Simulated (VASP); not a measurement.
Write the native input for VASP 6.6.1 that does the following.

| Property | Result |
| --- | --- |
| Task | single point |
| Functional | r2SCAN |
| Potentials or basis | VASP PAW PBE potentials, release 64 (Mg, Zr_sv, O) |
| Cutoff | 520 eV |
| k mesh | 12 × 12 × 4 |
| Occupations | gaussian, width 0.1 eV |
| Spin | no spin polarisation |
| Further INCAR settings | ALGO = Normal; EDIFF = 1e-06 |

The structure of MgZr2O3 lies in POSCAR:

```
MgZr2O3                                 
1.0
    2.9994981504      0.0000000000      0.0000000000
   -1.4997490802      2.5976416041     -0.0000000000
    0.0000000000     -0.0000000000      8.6964230412
  Mg              Zr              O             
     1     2     3
Direct
     0.0000000000000000    0.0000000000000000    0.0000000000000000
     0.6666666699999979    0.3333333300000021    0.6790938195791272
     0.3333333300000021    0.6666666699999979    0.3209061804208728
     0.3333333300000021    0.6666666699999979    0.8634248543612700
     0.6666666699999979    0.3333333300000021    0.1365751456387299
     0.0000000000000000    0.0000000000000000    0.5000000000000000
```

The cell was built by a generator and needn't be a form met in nature.

One way to write it, as run:

INCAR

```
PREC = Accurate
ENCUT = 520
EDIFF = 1E-6
ISMEAR = 0
SIGMA = 0.1
LREAL = False
LASPH = True
NELM = 150
ALGO = Normal
ISIF = 2
LWAVE = False
LCHARG = False
METAGGA = R2SCAN
LMIXTAU = True
KPAR = 4
```

KPOINTS

```
regular mesh
0
Gamma
  12 12 4
```

Potentials or basis: VASP PAW PBE potentials, release 64 (Mg, Zr_sv, O).

Command:

```console
$ cat potpaw_PBE.64/Mg/POTCAR potpaw_PBE.64/Zr_sv/POTCAR potpaw_PBE.64/O/POTCAR > POTCAR
$ mpirun -np 4 vasp_std > vasp.out
```

It gave:

The pressure is -3.7 GPa. The largest force is 0.152 eV/Å. The band gap on the k mesh is none (metal or under the smearing width).

Caveat: the PAW data sets were made with another functional, which shifts forces and pressure a little.

Wall time 100 s on 4 MPI ranks on Intel(R) Xeon(R) 6975P-C (Granite Rapids) (shared host), peak memory 0.27 GiB a rank.
